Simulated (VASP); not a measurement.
# TaMo2C3 (P6_3/mmc) in VASP: a series of runs

One crystal, TaMo2C3, is run at these levels: PBE; tasks: equation of state.

Everything below comes from runs of VASP 6.6.1. Logs are shortened: lines on timing, memory, paths and dates and some standing lists are left out, and cuts for length are marked.

## Step 1: Starting point

It takes space group P6_3/mmc (No. 194, hexagonal). The conventional cell has a = 3.042 Å, b = 3.042 Å, c = 15.983 Å, α = 90.00°, β = 90.00°, γ = 120.00°. Ta (site symmetry -3m) has 6 C at 2.20 Å as nearest neighbours. Mo (site symmetry 3m) is surrounded by 6 C at 2.17 to 2.24 Å. C (site symmetry 3m) has 3 Mo at 2.17 Å and 3 Ta at 2.20 Å as nearest neighbours. Around C (site symmetry -6m2) lie 6 Mo at 2.24 Å.

The cell was built by a generator and needn't be a form met in nature.

## Step 2: Equation of state, PBE, 10.67 Å³/atom

The input, INCAR:

```
  ALGO = Normal
  EDIFF = 1E-6
  EDIFFG = -0.02
  ENCUT = 520
  GGA = PE
  IBRION = 2
  ISIF = 4
  ISMEAR = 0
  KPAR = 4
  LASPH = T
  LCHARG = F
  LREAL = F
  LWAVE = F
  NELM = 100
  NSW = 30
  PREC = Accurate
  SIGMA = 0.1
```

The input, KPOINTS:

```
k-points
0
Gamma
  12 12 2
```

The input, POSCAR:

```
TaMo2C3
1.0
    3.0418820000      0.0000000000      0.0000000000
   -1.5209410000      2.6343470000      0.0000000000
    0.0000000000      0.0000000000     15.9834200000
Ta Mo C
2 4 6
Direct
    0.0000000000      0.0000000000      0.0000000000
    0.0000000000      0.0000000000      0.5000000000
    0.3333330000      0.6666670000      0.6627420000
    0.3333330000      0.6666670000      0.8372580000
    0.6666670000      0.3333330000      0.1627420000
    0.6666670000      0.3333330000      0.3372580000
    0.6666670000      0.3333330000      0.9167620000
    0.3333330000      0.6666670000      0.0832380000
    0.6666670000      0.3333330000      0.7500000000
    0.6666670000      0.3333330000      0.5832380000
    0.3333330000      0.6666670000      0.4167620000
    0.3333330000      0.6666670000      0.2500000000
```

Potentials or basis: VASP PAW PBE potentials, release 64 (Ta_pv, Mo_sv, C).

On the command line:

```bash
> cat potpaw_PBE.64/Ta_pv/POTCAR potpaw_PBE.64/Mo_sv/POTCAR potpaw_PBE.64/C/POTCAR > POTCAR
> mpirun -np 4 vasp_std > vasp.out
```

OUTCAR:

```text
EDIFF = 1E-6
   EDIFFG = -0.02
   ENCUT = 520
   GGA = PE
   IBRION = 2
   ISIF = 4
   ISMEAR = 0
   LASPH = T
   LREAL = F
   NELM = 100
   NSW = 30
   PREC = Accurate

 ion  position               nearest neighbor table
   1  0.000  0.000  0.000-   7 2.20   8 2.20   8 2.20   7 2.20   7 2.20   8 2.20   4 3.14   5 3.14
                             4 3.14   5 3.14   4 3.14   5 3.14
   2  0.000  0.000  0.500-  10 2.20  11 2.20  11 2.20  10 2.20  10 2.20  11 2.20   3 3.14   6 3.14
                             3 3.14   6 3.14   3 3.14   6 3.14
   3  0.333  0.667  0.663-  10 2.17  10 2.17  10 2.17   9 2.24   9 2.24   9 2.24   4 2.79   2 3.14
                             2 3.14   2 3.14
   4  0.333  0.667  0.837-   7 2.17   7 2.17   7 2.17   9 2.24   9 2.24   9 2.24   3 2.79   1 3.14
                             1 3.14   1 3.14
   5  0.667  0.333  0.163-   8 2.17   8 2.17   8 2.17  12 2.24  12 2.24  12 2.24   6 2.79   1 3.14
                             1 3.14   1 3.14
   6  0.667  0.333  0.337-  11 2.17  11 2.17  11 2.17  12 2.24  12 2.24  12 2.24   5 2.79   2 3.14
                             2 3.14   2 3.14
   7  0.667  0.333  0.917-   4 2.17   4 2.17   4 2.17   1 2.20   1 2.20   1 2.20
   8  0.333  0.667  0.083-   5 2.17   5 2.17   5 2.17   1 2.20   1 2.20   1 2.20
   9  0.667  0.333  0.750-   3 2.24   4 2.24   3 2.24   4 2.24   3 2.24   4 2.24
  10  0.667  0.333  0.583-   3 2.17   3 2.17   3 2.17   2 2.20   2 2.20   2 2.20
  11  0.333  0.667  0.417-   6 2.17   6 2.17   6 2.17   2 2.20   2 2.20   2 2.20
  12  0.333  0.667  0.250-   5 2.24   6 2.24   5 2.24   6 2.24   5 2.24   6 2.24

  LATTYP: Found a hexagonal cell.
 ALAT       =     3.0418820000
 C/A-ratio  =     5.2544510274

  Lattice vectors:

 A1 = (   3.0418820000,   0.0000000000,   0.0000000000)
 A2 = (  -1.5209410000,   2.6343470000,   0.0000000000)
 A3 = (   0.0000000000,   0.0000000000,  15.9834200000)

Analysis of symmetry for initial positions (statically):
=====================================================================
 Subroutine PRICEL returns:
 Original cell was already a primitive cell.

 Routine SETGRP: Setting up the symmetry group for a
 hexagonal supercell.

 Subroutine GETGRP returns: Found 24 space group operations
 (whereof 12 operations were pure point group operations)
 out of a pool of 24 trial point group operations.

The static configuration has the point symmetry D_3d.
 The point group associated with its full space group is D_6h.

Analysis of symmetry for dynamics (positions and initial velocities):
=====================================================================
 Subroutine PRICEL returns:
 Original cell was already a primitive cell.

 Routine SETGRP: Setting up the symmetry group for a
 hexagonal supercell.

 Subroutine GETGRP returns: Found 24 space group operations
 (whereof 12 operations were pure point group operations)
 out of a pool of 24 trial point group operations.

The dynamic configuration has the point symmetry D_3d.
 The point group associated with its full space group is D_6h.

 Subroutine INISYM returns: Found 24 space group operations
 (whereof 12 operations are pure point group operations),
 and found     1 'primitive' translations

----------------------------------------------------------------------------------------

                                     Primitive cell

  volume of cell :     128.0811

  direct lattice vectors                    reciprocal lattice vectors
     3.041882000  0.000000000  0.000000000     0.328743850  0.189800357  0.000000000
    -1.520941000  2.634347000  0.000000000     0.000000000  0.379600713  0.000000000
     0.000000000  0.000000000 15.983420000     0.000000000  0.000000000  0.062564833

  length of vectors
     3.041882000  3.041881924 15.983420000     0.379600704  0.379600713  0.062564833

  position of ions in fractional coordinates (direct lattice)
     0.000000000  0.000000000  0.000000000
     0.000000000  0.000000000  0.500000000
     0.333333000  0.666667000  0.662742000
     0.333333000  0.666667000  0.837258000
     0.666667000  0.333333000  0.162742000
     0.666667000  0.333333000  0.337258000
     0.666667000  0.333333000  0.916762000
     0.333333000  0.666667000  0.083238000
     0.666667000  0.333333000  0.750000000
     0.666667000  0.333333000  0.583238000
     0.333333000  0.666667000  0.416762000
     0.333333000  0.666667000  0.250000000

  ion indices of the primitive-cell ions
   primitive index   ion index
                 1           1
                 2           2
                 3           3
                 4           4
                 5           5
                 6           6
                 7           7
                 8           8
                 9           9
                10          10
                11          11
                12          12

----------------------------------------------------------------------------------------

 KPOINTS: k-points

Automatic generation of k-mesh.
 Grid dimensions read from file:
 generate k-points for:   12   12    2

 Generating k-lattice:

  Cartesian coordinates                     Fractional coordinates (reciprocal lattice)
     0.027395321  0.015816696  0.000000000     0.083333333  0.000000000  0.000000000
     0.000000000  0.031633393  0.000000000     0.000000000  0.083333333  0.000000000
     0.000000000  0.000000000  0.031282416     0.000000000  0.000000000  0.500000000

  Length of vectors
     0.031633392  0.031633393  0.031282416

  Shift w.r.t. Gamma in fractional coordinates (k-lattice)
     0.000000000  0.000000000  0.000000000

 Subroutine IBZKPT returns following result:
 ===========================================

 Found     38 irreducible k-points:

 Following reciprocal coordinates:
            Coordinates               Weight
  0.000000  0.000000  0.000000      1.000000
  0.083333  0.000000  0.000000      6.000000
  0.166667  0.000000  0.000000      6.000000
  0.250000  0.000000  0.000000      6.000000
  0.333333  0.000000  0.000000      6.000000
  0.416667 -0.000000  0.000000      6.000000
[... 16 lines left out ...]
  0.250000  0.000000  0.500000      6.000000
  0.333333  0.000000  0.500000      6.000000
 [... further k-points ...]
   k-points           NKPTS =     38   k-points in BZ     NKDIM =     38   number of bands    NBANDS=     61
   number of dos      NEDOS =    301   number of ions     NIONS =     12
   total plane-waves  NPLWV =  69120
   dimension x,y,z NGX =    24 NGY =   24 NGZ =  120
   dimension x,y,z NGXF=    48 NGYF=   48 NGZF=  240
   ions per type =               2   4   6
   NGX,Y,Z   is equivalent  to a cutoff of  13.12, 13.12, 12.48 a.u.
   NGXF,Y,Z  is equivalent  to a cutoff of  26.23, 26.23, 24.96 a.u.
 SYSTEM =  unknown system
   PREC   = accura    normal or accurate (medium, high low for compatibility)
   ISTART =      0    job   : 0-new  1-cont  2-samecut
   ICHARG =      2    charge: 1-file 2-atom 10-const
   ISPIN  =      1    spin polarized calculation?
   LNONCOLLINEAR =      F non collinear calculations
   LSORBIT =      F    spin-orbit coupling
   LASPH  =      T    aspherical Exc in radial PAW
   ENCUT  =  520.0 eV  38.22 Ry    6.18 a.u.   5.66  5.66 29.72*2*pi/ulx,y,z
   NELM   =    100;   NELMIN=  2; NELMDL= -5     # of ELM steps
   EDIFF  = 0.1E-05   stopping-criterion for ELM
   LREAL  =      F    real-space projection
   EDIFFG = -.2E-01   stopping-criterion for IOM
   NSW    =     30    number of steps for IOM
   IBRION =      2    ionic relax: 0-MD 1-quasi-New 2-CG
   NFREE  =      1    steps in history (QN), initial steepest desc. (CG)
   ISIF   =      4    stress and relaxation
   ISYM   =      2    0-nonsym 1-usesym 2-fastsym
   POTIM  = 0.5000    time-step for ionic-motion
   TEBEG  =    0.0;   TEEND  =   0.0 temperature during run
   PSTRESS=    0.0 pullay stress
   NELECT =     102.0000    total number of electrons
   NUPDOWN=      -1.0000    fix difference up-down
   EMIN   =  10.00;   EMAX   =-10.00  energy-range for DOS
   EFERMI =   0.00;   METHOD = LEGACY
   ISMEAR =     0;   SIGMA  =   0.10  broadening in eV -4-tet -1-fermi 0-gaus
   EFERMI_NEDOS =   21; number of points for ismear=-14 and -15
   IALGO  =     38    algorithm
   IMIX   =      4    mixing-type and parameters
     AMIX     =   0.40;   BMIX     =  1.00
     AMIX_MAG =   1.60;   BMIX_MAG =  1.00
  volume/ion in A,a.u.               =      10.67        72.03
  Fermi-wavevector in a.u.,A,eV,Ry     =   1.517446  2.867557 31.329345  2.302642
  Thomas-Fermi vector in A             =   2.626700
   LORBIT       =      0    0 simple, 1 ext, 2 COOP (PROOUT), +10 PAW based schemes
   GGA     = PE    functional components
   LHFCALC =     F    Hartree Fock is set to
   AEXX    =    0.0000 exact exchange contribution
   IVDW    =     0    specifies the selected vdW correction
   LEPSILON=     F    determine dielectric tensor
   LRPA    =     F    only Hartree local field effects (RPA)
 conjugate gradient relaxation of ions
 non-spin polarized calculation
 Gauss-broadening in eV      SIGMA  =   0.10
  energy-cutoff  :      520.00
  volume of cell :      128.08
 maximum number of plane-waves:      3503
 NGX is ok and might be reduce to    24
   NGX = 11   NGY = 11   NGZ = 59

 number of electron     101.9999993 magnetization

 Free energy of the ion-electron system (eV)
  ---------------------------------------------------
  ext. energy  EPLUGINS =         0.00000000
  ---------------------------------------------------
  free energy    TOTEN  =      -125.54810750 eV

  energy without entropy =     -125.52907737  energy(sigma->0) =     -125.53859243

 E-fermi :  11.2142     XC(G=0): -13.3957

 val. band max:       11.1983529582   @ k =   0.3333   0.0833   0.0000
 cond. band min:      11.2183726651   @ k =   0.2500   0.0833   0.5000
 fundamental gap:      0.0200197069
 Fermi energy:        11.2141615752

 k-point     1 :       0.0000    0.0000    0.0000
  band No.  band energies     occupation
      1     -50.6682      2.00000
      2     -50.6682      2.00000
      3     -50.6219      2.00000
      4     -50.6218      2.00000
      5     -25.1885      2.00000
      6     -25.0991      2.00000
[... 1525 lines left out ...]
     60      13.2813      0.00000
     61      14.0366      0.00000

 [... further k-points ...]
[... 5 lines left out ...]
  --------------------------------------------------------------------------------------
  -------------------------------------------------------------------------------------
  Total       -0.0093259     -0.0093259     -0.0046250      0.0000000     -0.0000000      0.0000000
  in kB       -0.1166591     -0.1166591     -0.0578543      0.0000000     -0.0000000      0.0000000
  external PRESSURE =      -0.0970575 kB  Pullay stress =       0.0000000 kB

 VOLUME and BASIS-vectors are now :
 -----------------------------------------------------------------------------
  energy-cutoff  :      520.00
  volume of cell :      128.08
      direct lattice vectors                 reciprocal lattice vectors
     3.041882000  0.000000000  0.000000000     0.328743850  0.189800357  0.000000000
    -1.520941000  2.634347000  0.000000000     0.000000000  0.379600713  0.000000000
     0.000000000  0.000000000 15.983420000     0.000000000  0.000000000  0.062564833

 POSITION                                       TOTAL-FORCE (eV/Angst)
 -----------------------------------------------------------------------------------
      0.00000      0.00000      0.00000        -0.000000      0.000000     -0.000000
      0.00000      0.00000      7.99171         0.000000      0.000000     -0.000000
     -0.00000      1.75623     10.59288        -0.000000      0.000000     -0.000816
     -0.00000      1.75623     13.38225        -0.000000      0.000000      0.000816
      1.52094      0.87811      2.60117         0.000000     -0.000000     -0.000816
      1.52094      0.87811      5.39054         0.000000     -0.000000      0.000816
      1.52094      0.87811     14.65299        -0.000000     -0.000000     -0.000836
     -0.00000      1.75623      1.33043         0.000000      0.000000      0.000836
      1.52094      0.87811     11.98757         0.000000      0.000000     -0.000000
      1.52094      0.87811      9.32214        -0.000000     -0.000000      0.000836
     -0.00000      1.75623      6.66128         0.000000      0.000000     -0.000836
     -0.00000      1.75623      3.99586        -0.000000     -0.000000     -0.000000
 -----------------------------------------------------------------------------------
    total drift:                                0.000000      0.000000      0.000000

  FREE ENERGIE OF THE ION-ELECTRON SYSTEM (eV)
  ---------------------------------------------------
  free  energy   TOTEN  =      -125.5481074951 eV

  energy  without entropy=     -125.5290773672  energy(sigma->0) =     -125.53859243

 reached required accuracy - stopping structural energy minimisation
```

It took 49 s on 4 MPI ranks of Intel Xeon 6975P-C (Granite Rapids), shared host; peak memory 0.39 GiB.

What came out:

* Free energy: -125.5481 eV
* Pressure: 0.0 GPa
* Band gap on the k mesh: none (metal or under the smearing width)

## Step 3: Equation of state, PBE, 10.35 Å³/atom (volume scaled by 0.97)

INCAR is that of step 2.

KPOINTS is that of step 2.

Edit POSCAR of step 2 so:

```diff
@@ -2,5 +2,5 @@
 1.0
-    3.0418820000      0.0000000000      0.0000000000
-   -1.5209410000      2.6343470000      0.0000000000
-    0.0000000000      0.0000000000     15.9834200000
+    3.0111538183      0.0000000000      0.0000000000
+   -1.5055769092      2.6077356149      0.0000000000
+    0.0000000000      0.0000000000     15.8219602742
 Ta Mo C
```

Potentials or basis: VASP PAW PBE potentials, release 64 (Ta_pv, Mo_sv, C).

On the command line:

```bash
> cat potpaw_PBE.64/Ta_pv/POTCAR potpaw_PBE.64/Mo_sv/POTCAR potpaw_PBE.64/C/POTCAR > POTCAR
> mpirun -np 4 vasp_std > vasp.out
```

It took 1.8 min on 4 MPI ranks of Intel Xeon 6975P-C (Granite Rapids), shared host; peak memory 0.42 GiB.

It converged, with:

```
Free energy            : -125.4198 eV
Pressure               : 10.8 GPa
Largest force          : 0.017 eV/Å
Band gap on the k mesh : none (metal or under the smearing width)
```

## Step 4: Equation of state, PBE, 10.99 Å³/atom (volume scaled by 1.03)

INCAR is that of step 3.

KPOINTS is that of step 3.

Edit POSCAR of step 3 so:

```diff
@@ -2,5 +2,5 @@
 1.0
-    3.0111538183      0.0000000000      0.0000000000
-   -1.5055769092      2.6077356149      0.0000000000
-    0.0000000000      0.0000000000     15.8219602742
+    3.0720016024      0.0000000000      0.0000000000
+   -1.5360008012      2.6604313400      0.0000000000
+    0.0000000000      0.0000000000     16.1416819757
 Ta Mo C
```

On the command line:

```bash
> cat potpaw_PBE.64/Ta_pv/POTCAR potpaw_PBE.64/Mo_sv/POTCAR potpaw_PBE.64/C/POTCAR > POTCAR
> mpirun -np 4 vasp_std > vasp.out
```

It took 1.8 min on 4 MPI ranks of Intel Xeon 6975P-C (Granite Rapids), shared host; peak memory 0.41 GiB.

Results (log left out):

| Quantity | Value |
| --- | --- |
| Free energy | -125.4358 eV |
| Pressure | -9.3 GPa |
| Largest force | 0.006 eV/Å |
| Band gap on the k mesh | none (metal or under the smearing width) |

## Step 5: Equation of state, PBE, 10.03 Å³/atom (volume scaled by 0.94)

INCAR is that of step 4.

KPOINTS is that of step 4.

Edit POSCAR of step 4 so:

```diff
@@ -2,5 +2,5 @@
 1.0
-    3.0720016024      0.0000000000      0.0000000000
-   -1.5360008012      2.6604313400      0.0000000000
-    0.0000000000      0.0000000000     16.1416819757
+    2.9797853516      0.0000000000      0.0000000000
+   -1.4898926758      2.5805697267      0.0000000000
+    0.0000000000      0.0000000000     15.6571362018
 Ta Mo C
```

On the command line:

```bash
> cat potpaw_PBE.64/Ta_pv/POTCAR potpaw_PBE.64/Mo_sv/POTCAR potpaw_PBE.64/C/POTCAR > POTCAR
> mpirun -np 4 vasp_std > vasp.out
```

Wall time 2 min (4 MPI ranks of Intel Xeon 6975P-C (Granite Rapids), shared host); peak memory 0.39 GiB.

The run converged. Its results:

* Free energy: -125.0094 eV
* Pressure: 23.6 GPa
* Largest force: 0.019 eV/Å
* Band gap on the k mesh: none (metal or under the smearing width)

## Step 6: Equation of state, PBE, 11.31 Å³/atom (volume scaled by 1.06)

INCAR is that of step 5.

KPOINTS is that of step 5.

Edit POSCAR of step 5 so:

```diff
@@ -2,5 +2,5 @@
 1.0
-    2.9797853516      0.0000000000      0.0000000000
-   -1.4898926758      2.5805697267      0.0000000000
-    0.0000000000      0.0000000000     15.6571362018
+    3.1015418915      0.0000000000      0.0000000000
+   -1.5507709457      2.6860139799      0.0000000000
+    0.0000000000      0.0000000000     16.2968999782
 Ta Mo C
```

Potentials or basis: VASP PAW PBE potentials, release 64 (Ta_pv, Mo_sv, C).

On the command line:

```bash
> cat potpaw_PBE.64/Ta_pv/POTCAR potpaw_PBE.64/Mo_sv/POTCAR potpaw_PBE.64/C/POTCAR > POTCAR
> mpirun -np 4 vasp_std > vasp.out
```

Run time: 1.8 min. Hardware: 4 MPI ranks of Intel Xeon 6975P-C (Granite Rapids), shared host; peak memory 0.42 GiB.

Results (log left out):

```
Free energy            : -125.1184 eV
Pressure               : -17.2 GPa
Largest force          : 0.011 eV/Å
Band gap on the k mesh : none (metal or under the smearing width)
```

## Step 7: Equation of state, PBE, 9.71 Å³/atom (volume scaled by 0.91)

INCAR is that of step 6.

KPOINTS is that of step 6.

Edit POSCAR of step 6 so:

```diff
@@ -2,5 +2,5 @@
 1.0
-    3.1015418915      0.0000000000      0.0000000000
-   -1.5507709457      2.6860139799      0.0000000000
-    0.0000000000      0.0000000000     16.2968999782
+    2.9477421654      0.0000000000      0.0000000000
+   -1.4738710827      2.5528195145      0.0000000000
+    0.0000000000      0.0000000000     15.4887668495
 Ta Mo C
```

On the command line:

```bash
> cat potpaw_PBE.64/Ta_pv/POTCAR potpaw_PBE.64/Mo_sv/POTCAR potpaw_PBE.64/C/POTCAR > POTCAR
> mpirun -np 4 vasp_std > vasp.out
```

Run time: 2.4 min. Hardware: 4 MPI ranks of Intel Xeon 6975P-C (Granite Rapids), shared host; peak memory 0.39 GiB.

It converged, with:

| Quantity | Value |
| --- | --- |
| Free energy | -124.2684 eV |
| Pressure | 38.5 GPa |
| Largest force | 0.015 eV/Å |
| Band gap on the k mesh | none (metal or under the smearing width) |

## Step 8: Equation of state, PBE, 11.63 Å³/atom (volume scaled by 1.09)

INCAR is that of step 7.

KPOINTS is that of step 7.

Edit POSCAR of step 7 so:

```diff
@@ -2,5 +2,5 @@
 1.0
-    2.9477421654      0.0000000000      0.0000000000
-   -1.4738710827      2.5528195145      0.0000000000
-    0.0000000000      0.0000000000     15.4887668495
+    3.1305299445      0.0000000000      0.0000000000
+   -1.5652649722      2.7111183694      0.0000000000
+    0.0000000000      0.0000000000     16.4492162830
 Ta Mo C
```

On the command line:

```bash
> cat potpaw_PBE.64/Ta_pv/POTCAR potpaw_PBE.64/Mo_sv/POTCAR potpaw_PBE.64/C/POTCAR > POTCAR
> mpirun -np 4 vasp_std > vasp.out
```

Run time: 2 min. Hardware: 4 MPI ranks of Intel Xeon 6975P-C (Granite Rapids), shared host; peak memory 0.44 GiB.

It converged, with:

- Free energy: -124.6261 eV
- Pressure: -23.9 GPa
- Largest force: 0.020 eV/Å
- Band gap on the k mesh: none (metal or under the smearing width)
